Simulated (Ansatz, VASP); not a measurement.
# V: VASP beside Ansatz, part 2 of 2

Wanted: the spread between two codes on one cell, functional and k mesh. The cell is taken from a series of VASP runs on this material, whose earlier steps may have relaxed, scaled or displaced it; both programs get it as it stands.

VASP 6.6.1 and Ansatz 0.2.0.

So far. Step 4 (Differences): Ansatz's pressure holds a Pulay correction of 0.08 GPa; VASP's holds none.

## Step 5: VASP: single point, LDA

Level of this step: LDA, zero-moment start; plane waves and PAW (V_sv) (VASP).

With cell and atoms fixed, the geometry can't cause a difference; cores, projectors, grids and the points listed under the comparison can.

INCAR

```
SYSTEM = V
PREC = Accurate
ENCUT = 400
EDIFF = 1E-06
NELM = 100
ISMEAR = -5
SIGMA = 0.2
LREAL = .FALSE.
ALGO = Normal
GGA = CA
NBANDS = 18
ISPIN = 2
MAGMOM = 0
LASPH = .TRUE.
LMAXMIX = 4
LORBIT = 11
LWAVE = .FALSE.
LCHARG = .FALSE.
KPAR = 4
NEDOS = 2001
```

POSCAR

```
V
1.0
   -1.4602553030      1.4602553030      1.4602553030
    1.4602553030     -1.4602553030      1.4602553030
    1.4602553030      1.4602553030     -1.4602553030
V
1
Direct
    0.0000000000      0.0000000000      0.0000000000
```

KPOINTS

```
Automatic mesh
0
Gamma
19 19 19
0 0 0
```

PAW data sets: V_sv (LDA family, release 64).

The run is started by

```sh
$ mpirun -np 4 vasp_std
```

Numbers of over 12 decimals in the logs are rounded to 6 here.

The log of the run:

```text
[... set-up lines as in an earlier step ...]
 entering main loop
       N       E                     dE             d eps       ncg     rms          rms(c)
DAV:   1     0.812973597963E+02    0.81297E+02   -0.52383E+03 16412   0.665E+02
DAV:   2    -0.960952049607E+01   -0.90907E+02   -0.86708E+02 16406   0.223E+02
DAV:   3    -0.112431616430E+02   -0.16336E+01   -0.16267E+01 17494   0.328E+01
DAV:   4    -0.112476993149E+02   -0.45377E-02   -0.45370E-02 17122   0.178E+00
[...]
DAV:   9    -0.994921393410E+01   -0.23405E-04   -0.66061E-05 17000   0.915E-02    0.353E-02
DAV:  10    -0.994921996726E+01   -0.60332E-05   -0.49063E-06 16628   0.261E-02    0.320E-03
DAV:  11    -0.994921992928E+01    0.37975E-07   -0.48011E-08  9508   0.192E-03
   1 F= -.99492199E+01 E0= -.99492199E+01  d E =0.000000E+00  mag=    -0.0000
 -----------------------------------------------------------------------------
|                                                                             |
|           W    W    AA    RRRRR   N    N  II  N    N   GGGG   !!!           |
|           W    W   A  A   R    R  NN   N  II  NN   N  G    G  !!!           |
|           W    W  A    A  R    R  N N  N  II  N N  N  G       !!!           |
|           W WW W  AAAAAA  RRRRR   N  N N  II  N  N N  G  GGG   !            |
|           WW  WW  A    A  R   R   N   NN  II  N   NN  G    G                |
|           W    W  A    A  R    R  N    N  II  N    N   GGGG   !!!           |
|                                                                             |
|     Tetrahedron method does not include variations of the Fermi             |
|     occupations, so forces and stress will be inaccurate. We suggest        |
|     using a different smearing scheme ISMEAR = 1 or 2 for metals in         |
|     relaxations.                                                            |
|                                                                             |
 -----------------------------------------------------------------------------
```

From OUTCAR (step 5):

```text
  Total        0.0146019      0.0146019      0.0146019      0.0000000      0.0000000     -0.0000000
  in kB        1.8783420      1.8783420      1.8783420      0.0000000      0.0000000     -0.0000000
  external PRESSURE =       1.8783420 kB  Pullay stress =       0.0000000 kB

 POSITION                                       TOTAL-FORCE (eV/Angst)
 -----------------------------------------------------------------------------------
      0.00000      0.00000      0.00000         0.000000      0.000000      0.000000
 -----------------------------------------------------------------------------------
    total drift:                                0.000000      0.000000     -0.000000

  FREE ENERGIE OF THE ION-ELECTRON SYSTEM (eV)
  ---------------------------------------------------
  free  energy   TOTEN  =        -9.9492199293 eV

  energy  without entropy=       -9.9492199293  energy(sigma->0) =       -9.94921993

 magnetization (x)
# of ion       s       p       d       tot
------------------------------------------
    1       -0.000  -0.000  -0.000  -0.000

[... 1 part as in an earlier step ...]

[... 2 further parts left out ...]
[key lines of the parts left out:]
E-fermi :  10.4934
```

With tetrahedra the forces and stress of a metal are not exact derivatives of the energy.

## Step 6: Ansatz: single point, LDA

The same cell, functional (in two slightly different forms), mesh and smearing now go to Ansatz, which takes its cutoff from its data sets.

The cell is taken from a series of VASP runs on this material, whose earlier steps may have relaxed, scaled or displaced it; both programs get it as it stands.

input.yaml

```yaml
crystal:
  lattice:
    - [-1.460255303, 1.460255303, 1.460255303]
    - [1.460255303, -1.460255303, 1.460255303]
    - [1.460255303, 1.460255303, -1.460255303]
  atoms:
    - { symbol: V, position: [0.0, 0.0, 0.0] }
hamiltonian:
  xc: lda
  pseudopotentials: { kind: paw }
magnetization:
  spin_polarized: true
kpoints:
  mp_grid: { grid: [19, 19, 19] }
scf:
  occupations: { method: tetrahedron }
output:
  forces: true
  stress: true
  write_density: true
  write_potential: true
  elf: true
  volumetric_format: npy
```

The run is started by

```sh
$ ansatz run input.yaml --threads 2 --pin off --max-ram 4608MiB --backend cpu --events-out ev --progress --plain --runs-dir out
```

The log of the run:

```text
Warning: output.forces, output.stress, relax.cell or npt_langevin: where a Kohn–Sham band that disperses or a degenerate level is filled in part under the method tetrahedron, the forces or the stress that this run publishes need not agree with its energy (scf.occupations.method in the input reference, under Limitations); prefer a smearing scheme for the forces or the stress
[...]
k-point 1 ↑: bands = [... 3 lower, -18.7185, 11.1974, 18.0954, 18.1390, 18.2393, 20.2905, 20.3581, 38.8179, ... 1 higher]
  k-point 2 ↑: bands = [... 3 lower, -18.7194, 11.5497, 17.9424, 18.0924, 18.5042, 20.1387, 20.3704, 38.2872, ... 1 higher]
  k-point 219 ↓: bands = [... 3 lower, -19.5078, 14.3890, 14.3956, 21.7767, 21.7767, 21.8481, 28.4849, 28.8968, ... 1 higher]
[key lines of the parts left out:]
SCF converged after 10 iterations
Magnetization: 0.0000 μB (6.5000 up, 6.5000 down)
Free energy (F): -2860.457666 eV
Fermi energy:    17.744901 eV
P = ⅓ Tr σ = 1.1325 GPa (11.325 kbar)
```

Run time: 1.8 s. Hardware: 2 threads of Intel Xeon 6975P-C (Granite Rapids), shared host; peak memory 0.34 GiB.

The run ends at a pressure of 1.13 GPa.

## Step 7: Differences

Compared:

```csv
quantity,Ansatz,VASP,difference
pressure (GPa),1.13,0.19,+0.94
pressure without Ansatz's Pulay correction (GPa),1.05,0.19,+0.87
```

Ansatz's pressure holds a Pulay correction of 0.08 GPa; VASP's holds none.

## Step 8: Further runs

Further runs change the set-up of one program: Ansatz's method, potentials or start, or VASP's data sets, cutoff or form of LDA. The table gives Ansatz less VASP for each quantity, since a change that brings one quantity closer may part another.

```csv
run,pressure (GPa)
as above,0.94
Ansatz's all-electron LAPW method,0.96
```

## Step 9: Outcome

- difference in pressure (band structure, LDA): 0.96 GPa
- difference in pressure (single point, LDA): 0.94 GPa

In words: The difference in pressure is 0.96 GPa (band structure, LDA), at about the 1 GPa picked in this series as the mark of a large difference. For single point, LDA, no further run moves any of the tabulated differences by more than a quarter of its size. How closely two codes agree says nothing of how well the functional describes the real material.

[Lines on the potential files, build, host, timing and source positions are cut from VASP's logs without a mark.]

[Logs are printed without paths, hosts, clocks, repeated set-up lines and the standing remarks that a program may print on its own settings, such as how far it seeks lower states.]

[Hosts, paths, dates, database ids (printed as entryN), source tags and the programs' standing remarks are cut or masked in the printed files.]
